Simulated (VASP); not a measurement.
Given:

```
CELL_PARAMETERS angstrom
      3.80870     0.00000     0.00000
     -3.80870     3.80870     0.00000
      0.00000     0.00000    19.42600
ATOMIC_POSITIONS crystal
  Ni 0.01396 0.99570 0.46503
  Ni 0.99826 0.51202 0.32517
  Ni 0.99675 0.00549 0.73845
  Ni 0.02988 0.51814 0.60854
  Si 0.49896 0.00716 0.39426
  Si 0.49327 0.49863 0.39734
  Si 0.51194 0.50884 0.25539
  Si 0.50460 0.99920 0.25651
  Si 0.48660 0.98454 0.67343
  Si 0.47609 0.48351 0.67713
  Si 0.50463 0.50736 0.53285
  Si 0.48504 0.97941 0.53726
```

Calculation: LDA (Ceperley-Alder, Perdew-Zunger), VASP's LDA PAW potentials (set 64) (plane waves; VASP). Numerical set-up: 300 eV cut-off, 10×7×1 Γ-centred mesh, Fermi-Dirac smearing of 0.10 eV, potentials Ni Si.

The cell holds a wide vacuum, so values per volume refer to the whole cell.

The ions are relaxed. What does this cell relax into?

```
CELL_PARAMETERS angstrom
      3.80870     0.00000     0.00000
     -3.80870     3.80870     0.00000
      0.00000     0.00000    19.42600
ATOMIC_POSITIONS crystal
  Ni 0.99993 0.00000 0.46625
  Ni 0.99998 0.50001 0.33499
  Ni 0.99990 0.00000 0.72922
  Ni 0.00020 0.49999 0.59927
  Si 0.49995 0.00002 0.39912
  Si 0.49998 0.50005 0.39931
  Si 0.50002 0.50003 0.25982
  Si 0.49996 0.00000 0.25992
  Si 0.49995 0.00001 0.67250
  Si 0.50009 0.49997 0.67258
  Si 0.50010 0.49994 0.53414
  Si 0.49994 0.99998 0.53424
```

How much energy does the relaxation gain?

The energy (σ→0) changes by -47.2 meV/atom, in 29 ionic steps.

The cell is a sheet with vacuum, built from a database entry that may be metastable or hypothetical. The run is not spin-polarised, so no magnetic state was tried.
